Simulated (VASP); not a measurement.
Consider the following.

```
MoSi2
1.0
   -1.60700     1.60700     3.93310
    1.60700    -1.60700     3.93310
    1.60700     1.60700    -3.93310
Si Mo
2 1
Direct
  0.66473   0.66473   0.00000
  0.33527   0.33527   0.00000
  0.00000   0.00000   0.00000
```

Calculation: rev-vdW-DF2, VASP's PBE PAW potentials (set 64) (plane waves; VASP 6.6.1). Numerical set-up: 520 eV cut-off, Gaussian smearing of 0.050 eV, potentials Si Mo_sv.

Q: What does the run give for the band gap (along the path) with the smallest direct gap where there is one?

A: 
```
Quantity                                                     Result
-------------------------  ----------------------------------------
band gap (along the path)  none (metal, semimetal or under 0.01 eV)
```

Total energies compare only between runs with the same potentials, cut-off and functional.

The compound is MoSi2 in the MoSi2 type structure. It was relaxed first.
